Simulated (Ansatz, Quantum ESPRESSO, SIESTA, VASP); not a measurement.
## Code comparison for TePd (P1, 4 atoms in the cell)

Self-consistent single point.

```yaml
crystal:
  lattice:
    - [4.18201, 0.00000, 0.00000]
    - [-2.09101, 3.62173, 0.00000]
    - [0.00000, 0.00000, 5.73800]
  atoms:
    - { symbol: Te, position: [0.32786, 0.67168, 0.24168] }
    - { symbol: Te, position: [0.67485, 0.32971, 0.75134] }
    - { symbol: Pd, position: [0.99986, 0.99754, 0.00645] }
    - { symbol: Pd, position: [0.99743, 0.00107, 0.50053] }
```

Shared settings, as Ansatz (a program for electronic structure) writes them: kpoints.mp_grid.grid = 5 5 3; magnetization.spin_orbit = true; scf.occupations.method = fermi_dirac; scf.occupations.width = 0.05 eV. Potentials and cutoffs stand in the table.

| code | model | pressure (GPa) | largest force (eV/Å) | cutoff |
|---|---|---|---|---|
| SIESTA | GGA PBEsol with spin-orbit coupling, numerical atomic orbitals DZP, PseudoDojo PBEsol fully relativistic norm-conserving potentials (rewritten from UPF to PSML) | – | 0.431 | grid 400 Ry |
| Ansatz | PBEsol with spin-orbit coupling, PAW files made with PBE | -3.30 | 0.337 | default |
| VASP | PBEsol, spin-orbit coupling, VASP's PBE PAW potentials (set 64) | -3.31 | 0.340 | 300 eV |
| Quantum ESPRESSO | PBEsol, spin-orbit coupling, PseudoDojo fully relativistic norm-conserving (PBESOL) pseudopotentials | -3.16 | 0.340 | 85 Ry |

Size of the force on each atom (eV/Å): Sizes of forces hide their directions.

```tsv
code	Te1	Te2	Pd3	Pd4
SIESTA	0.431	0.278	0.378	0.117
Ansatz	0.337	0.205	0.290	0.092
VASP	0.340	0.209	0.291	0.092
Quantum ESPRESSO	0.340	0.208	0.293	0.093
```

A dash marks a value that a program does not give, or that is left out as unsure.

The spread over the programs that give each value: pressure within 0.15 GPa; largest force within 0.094 eV/Å.

SIESTA uses small atom-centred bases, whose incompleteness enters pressures, forces and empty levels differently from a plane-wave cutoff. Ansatz's pressure is given at a fixed set of plane waves, as the other plane-wave codes print theirs; with its correction for the finite basis it is -3.22 GPa. In the force vectors, SIESTA (by 0.094) lies more than 0.08 eV/Å from the median of the plane-wave programs.

The shared mesh is coarse (it stands for a supercell whose shortest vector is 17 Å), so the values are not converged in it.

VASP's run is marked for a possible Pulay error in its stress at this cutoff; no cutoff test was made.

The starting cell comes from a database of computed structures (which also holds hypothetical and non-ambient phases and stackings), without a prior relaxation at this level. Its atoms were displaced at random from the sites of space group no. 194.

Keys are those of Ansatz 0.2.
